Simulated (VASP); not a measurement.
An input for Ansatz (written as the equivalent of a VASP run, and not itself run):

Ansatz 0.2 input:
```yaml
crystal:
  lattice:
    - [1.4732680, -2.5247090, 0.0000000]
    - [1.4732680, 2.5247090, 0.0000000]
    - [0.0000000, 0.0000000, 2.7993500]
  atoms:
    - { symbol: W, position: [0.0000000, 0.0000000, 0.0000000] }
    - { symbol: C, position: [0.3501850, 0.6835190, 0.5000000] }
kpoints:
  mp_grid: { grid: [13, 13, 12] }
hamiltonian:
  xc: pbe
  pseudopotentials: { kind: paw }
scf:
  occupations: { method: methfessel_paxton, width: 0.1 }
  max_iter: 100
output: { forces: true, stress: true, eigenvalues: true }
```

Problem. Write the VASP files for the same calculation (PBE).

Solution. Several could match; the one computed here: 
**INCAR**
```
ALGO = Normal
EDIFF = 1E-6
ENCUT = 520
GGA = PE
ISIF = 2
ISMEAR = 1
LASPH = T
LCHARG = F
LMAXMIX = 6
LREAL = F
LWAVE = F
NELM = 100
PREC = Low
SIGMA = 0.1
SYSTEM = WC
```

### POSCAR
```
WC
2.9231270
  0.5040041025  -0.8637014403   0.0000000000
  0.5040041025   0.8637014403   0.0000000000
  0.0000000000   0.0000000000   0.9576559623
W C
1 1
direct
  0.0000000000   0.0000000000   0.0000000000
  0.3501850000   0.6835190000   0.5000000000
```

KPOINTS:
```
kpoints
0
Gamma
  13 13 12
0 0 0
```

POTCAR, in this order: W_sv C (PBE.64 set). Program: vasp_std.

What does not carry over: each code has its own PAW files, so the cut-off isn't converted (ENCUT is set for VASP's; basis.ecutwfc is left out, and Ansatz then takes the one that its files recommend); Ansatz stops its SCF on the density residual and VASP on the energy change (EDIFF).

The compound is WC in the wc structure. The cell was not relaxed at this level, atoms are displaced from their ideal sites. The run is one of a series of settings (PREC = Low against the base run), some of them coarse on purpose.
